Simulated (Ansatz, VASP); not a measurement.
# Cross-check of GaSi between VASP and Ansatz, part 2 of 2

Aim: how closely do two programs agree when they are given the same cell, functional and k mesh? The cell is generated by rule, not measured, and may not be a known phase. The cell is taken from a series of runs on this material, whose earlier steps may have relaxed, scaled, displaced or heated it; both programs get it as it stands.

VASP 6.6.1 and Ansatz 0.2.0.

So far: The structure; VASP: relaxation of cell and atoms, PBE; Ansatz: relaxation of cell and atoms, PBE; Differences.

The structure was built from a prototype and need not be the compound's stable phase.

## Step 5: Ansatz: zone-centre phonons, PBE

Level of this step: Ansatz beside VASP: Kohn-Sham DFT, plane waves, PBE (Ansatz).

Second derivatives magnify differences that forces hide, and they need a tight electronic threshold.

The cell is taken from a series of runs on this material, whose earlier steps may have relaxed, scaled, displaced or heated it; both programs get it as it stands.

File input.yaml:

```yaml
crystal:
  lattice:
    - [3.2438597276, 0.0, 0.0]
    - [0.0, 3.2438597276, 0.0]
    - [0.0, 0.0, 3.2438597276]
  atoms:
    - { symbol: Ga, position: [0.0, 0.0, 0.0] }
    - { symbol: Si, position: [0.5, 0.5, 0.5] }
kpoints:
  mp_grid: { grid: [12, 12, 12] }
hamiltonian:
  xc: pbe
scf:
  occupations: { method: fermi_dirac, width: 0.1 }
output:
  eigenvalues: true
phonons:
  method: dfpt
```

Command:

```
$ ansatz run input.yaml --threads 2 --pin off --max-ram 5120MiB --backend cpu --events-out ev --progress --plain --runs-dir out
```

Numbers of over 12 decimals in the logs are rounded to 6 here.

The log of the run:

```text
[...]
Crystal: 2 atoms, lattice volume = 34.134 Å³
Basis set: ecut = 420 eV, 691 PW (Γ), exchange–correlation on 48×48×48 points (8 copies of the dense FFT grid, shifted against one another)
Bands: 13, of which v1, the nominal top of the filled ones, is band 9 counted from 1 (8 counted from 0)
Symmetry: 48 space group operations
k-points: 196 of 1728 (irreducible under 8 space group operations, time reversal used)
[...]
k mesh reduced under 8 symmetry operations, with k and −k counted as one. Each operation leaves every solved perturbation unchanged. A smaller set is not used because it would not reduce the number of displacements times k-points to solve
  ASR residual: 3.563e-5 → 0.000e0 eV/Å²; symmetrization residual: 1.862e-6 eV/Å²
  ASR residual per site (eV/Å²): 4.09e-6 3.56e-5
  Γ frequencies (cm⁻¹): 0.00 0.00 0.00 149.67 149.67 149.67
  non-analytic LO–TO correction: not included (Born effective charges unavailable; polar crystals: no LO–TO splitting at Γ)
[key lines of the parts left out:]
SCF converged after 7 iterations
Free energy (F): -4418.080857 eV
Fermi energy:    9.792070 eV
```

## Step 6: VASP: zone-centre phonons, PBE

The same cell, functional, mesh and smearing now go to VASP, with its own data sets.

File INCAR:

```
SYSTEM = GaSi
PREC = Accurate
ENCUT = 500
EDIFF = 1E-08
NELM = 120
ISMEAR = -1
SIGMA = 0.1
LREAL = .FALSE.
ALGO = Normal
GGA = PE
NBANDS = 14
LORBIT = 11
LWAVE = .FALSE.
LCHARG = .FALSE.
ISIF = 2
IBRION = 8
LASPH = .TRUE.
GGA_COMPAT = .FALSE.
KPAR = 2
```

File POSCAR:

```
GaSi
1.0
    3.2438597276      0.0000000000      0.0000000000
    0.0000000000      3.2438597276      0.0000000000
    0.0000000000      0.0000000000      3.2438597276
Ga Si
1 1
Direct
    0.0000000000      0.0000000000      0.0000000000
    0.5000000000      0.5000000000      0.5000000000
```

File KPOINTS:

```
Automatic mesh
0
Gamma
12 12 12
0 0 0
```

The projector-augmented-wave data sets are Ga_d and Si (PBE family, release 64).

Command:

```
$ mpirun -np 2 vasp_std
```

The log of the run:

```text
[... set-up lines as in an earlier step ...]
 entering main loop
       N       E                     dE             d eps       ncg     rms          rms(c)
DAV:   1     0.611104031347E+02    0.61110E+02   -0.80046E+03  2484   0.171E+03
DAV:   2    -0.400488232852E+01   -0.65115E+02   -0.62277E+02  2592   0.294E+02
DAV:   3    -0.759465357793E+01   -0.35898E+01   -0.35668E+01  2928   0.545E+01
DAV:   4    -0.763993343298E+01   -0.45280E-01   -0.45267E-01  2838   0.641E+00
[...]
DAV:  13    -0.758032522517E+01    0.47371E-07   -0.85253E-10  1920   0.296E-04    0.110E-04
DAV:  14    -0.758032520388E+01    0.21292E-07   -0.11039E-10  1638   0.102E-04    0.247E-05
DAV:  15    -0.758032520483E+01   -0.95451E-09   -0.22693E-11  1464   0.562E-05
   1 F= -.75803252E+01 E0= -.75671650E+01  d E =-.263205E-01
 Linear response reoptimize wavefunctions to high precision
DAV:   1    -0.758032520597E+01   -0.11391E-08   -0.91893E-12  1632   0.442E-05
DAV:   2    -0.758032520597E+01    0.54570E-11   -0.28339E-12  1428   0.171E-05
 Linear response DOF=           2
 Linear response progress:
[...]
RMM:  10    -0.161960449936E+00    0.25985E-06    0.16827E-08 10796   0.486E-04    0.237E-05
RMM:  11    -0.161960564132E+00   -0.11420E-06    0.14172E-07 10988   0.235E-04    0.284E-06
RMM:  12    -0.161960563264E+00    0.86791E-09    0.34039E-08 11679   0.121E-04    0.280E-06
 first order change of Fermi-energy   0.28247E-03
 force on displaced ion       1 direction 1 :  -1.722   0.000  -0.000
 Linear response progress:
  Degree of freedom:   2/  2
       N       E                     dE             d eps       ncg     rms          rms(c)
RMM:   1    -0.152516136744E-01   -0.15252E-01    0.22235E-02 11134   0.775E-01
RMM:   2    -0.149640063128E-01    0.28761E-03   -0.81460E-04 10148   0.179E-01    0.358E-02
RMM:   3    -0.150108468253E-01   -0.46841E-04   -0.88102E-05 10627   0.619E-02    0.202E-02
RMM:   4    -0.150632443708E-01   -0.52398E-04   -0.19479E-05 10268   0.291E-02    0.496E-03
[...]
RMM:   8    -0.150537798142E-01    0.36456E-06   -0.13893E-08 10780   0.266E-04    0.476E-05
RMM:   9    -0.150537297370E-01    0.50077E-07   -0.10106E-08 10895   0.901E-05    0.615E-06
RMM:  10    -0.150537285560E-01    0.11810E-08   -0.15590E-08 11014   0.384E-05    0.100E-06
 first order change of Fermi-energy  -0.33072E-03
 force on displaced ion       2 direction 1 :  -1.692   0.000   0.000
 Linear response finished
```

OUTCAR, selected parts (step 6):

```text
  Total        0.0086612      0.0086612      0.0086612      0.0000000     -0.0000000      0.0000000
  in kB        0.4065392      0.4065392      0.4065392      0.0000000     -0.0000000      0.0000000
  external PRESSURE =       0.4065392 kB  Pullay stress =       0.0000000 kB

 POSITION                                       TOTAL-FORCE (eV/Angst)
 -----------------------------------------------------------------------------------
      0.00000      0.00000      0.00000         0.000000      0.000000      0.000000
      1.62193      1.62193      1.62193         0.000000      0.000000      0.000000
 -----------------------------------------------------------------------------------
    total drift:                                0.000000      0.000000      0.000000

[... 1 part as in an earlier step ...]

[... 1 further part left out ...]
```

## Step 7: Differences

Both answers:

```csv
quantity,Ansatz,VASP,difference
optical mode 1 to 3 (cm⁻¹),149.7,152.0,-1.52 %
```

Modes are paired by rising frequency, not by their patterns, so a pair may set unlike modes beside each other; they are those without the splitting of longitudinal modes.

## Step 8: Results

| Item | Value |
| --- | --- |
| difference in volume (relaxation of cell and atoms, PBE) | -0.099 % |
| r.m.s. difference of the optical zone-centre modes, each program's sorted by frequency (zone-centre phonons, PBE) | 2.3 cm⁻¹ |
| difference in optical mode 1 to 3 (zone-centre phonons, PBE) | -1.5 % |

In words: The difference in volume is -0.099 % (relaxation of cell and atoms, PBE), within the 1.2 % picked in this series as the mark of a large difference, as far as the stopping tolerances let one tell. Among the rows given in per cent, the largest difference of the zone-centre phonons, PBE pair is in optical mode 1 to 3, -1.5 %. 1 further run of this series is not shown here. Such differences can come from data sets, numerical settings and the points named under the comparisons, not from the functional's error against experiment.

[Lines on the potential files, build, host, timing and source positions are cut from VASP's logs without a mark.]

[Logs are printed without paths, hosts, clocks, repeated set-up lines and the standing remarks that a program may print on its own settings, such as how far it seeks lower states.]

[Hosts, paths, dates, database ids (printed as entryN), source tags and the programs' standing remarks are cut or masked in the printed files.]
